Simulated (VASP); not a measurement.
Here is a VASP 6.6.1 calculation.

The input INCAR:

```
ALGO     = Normal         # electronic algorithm
EDIFF    = 1E-7           # SCF threshold, eV
ENCUT    = 520            # plane-wave cutoff, eV
GGA      = PE             # functional
ISIF     = 2              # what is computed and relaxed
ISMEAR   = 0              # smearing method
LASPH    = T              # aspherical terms in the spheres
LCHARG   = F              # write CHGCAR
LREAL    = F              # projectors in reciprocal space
LWAVE    = F              # write WAVECAR
NBANDS   = 30             # bands
NELM     = 100            # most SCF steps
PREC     = Accurate       # precision mode
SIGMA    = 0.05           # smearing width, eV
```

KPOINTS

```
k-points
0
Gamma
  4 4 4
```

POSCAR

```
KGeF3
1.0
    4.4626433595      0.0000000000      0.0000000000
    0.0000000000      4.4626433595      0.0000000000
    0.0000000000      0.0000000000      4.4626433595
K Ge F
1 1 3
Direct
    0.0000000000      0.0000000000      0.0000000000
    0.5000000000      0.5000000000      0.5000000000
    0.5000000000      0.5000000000      0.0000000000
    0.5000000000      0.0000000000      0.5000000000
    0.0000000000      0.5000000000      0.5000000000
```

Potentials or basis: VASP PAW PBE potentials, release 64 (K_sv, Ge_d, F).

Launch:

```sh
$ cat potpaw_PBE.64/K_sv/POTCAR potpaw_PBE.64/Ge_d/POTCAR potpaw_PBE.64/F/POTCAR > POTCAR
$ mpirun -np 1 vasp_std > vasp.out
```

Question: Estimate the band gap on the k mesh.

Answer: 2.01 eV, direct.

Question: Predict the pressure.

Answer: -0.4 GPa.

A k mesh can miss the band edges.
